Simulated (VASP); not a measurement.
Data:

```yaml
crystal:
  lattice:
    - [1.13091, -1.95879, 0.00000]
    - [1.13091, 1.95879, 0.00000]
    - [0.00000, 0.00000, 3.55943]
  atoms:
    - { symbol: Be, position: [0.33333, 0.66667, 0.25000] }
    - { symbol: Be, position: [0.66667, 0.33333, 0.75000] }
```

Level of theory: AM05 GGA, VASP's PBE PAW potentials (set 64) (plane waves; VASP 6.6.1). Numerical set-up: 520 eV cut-off, 21×21×12 Γ-centred mesh, tetrahedra with Blöchl corrections, potentials Be.

Tabulate the total density of states (states/eV per cell) against energy (eV; zero at the valence-band maximum or, without a gap, the Fermi level).

```
E (eV) | DOS (states/eV)
    -9.92 | ###### 0.20
    -9.33 | ####### 0.24
    -8.75 | ######## 0.28
    -8.28 | ######### 0.30
    -7.70 | ######### 0.33
    -7.11 | ########## 0.36
    -6.65 | ########### 0.38
    -6.06 | ############ 0.42
    -5.48 | ############# 0.47
    -4.89 | ############### 0.54
    -4.31 | ############### 0.53
    -3.84 | ############## 0.50
    -3.26 | ############## 0.50
    -2.67 | ################# 0.58
    -2.21 | ############## 0.48
    -1.62 | ########### 0.38
    -1.04 | ######## 0.26
    -0.46 | #### 0.16
     0.13 | #### 0.13
     0.60 | ### 0.11
     1.18 | ####### 0.25
     1.76 | ############################## 1.05
     2.23 | ##################### 0.72
     2.82 | ############### 0.53
     3.40 | ############## 0.48
```
Within 2 eV below the Fermi level the largest weight inside VASP's projection spheres is Be p.

The compound is Be in the hcp structure. It was relaxed first.
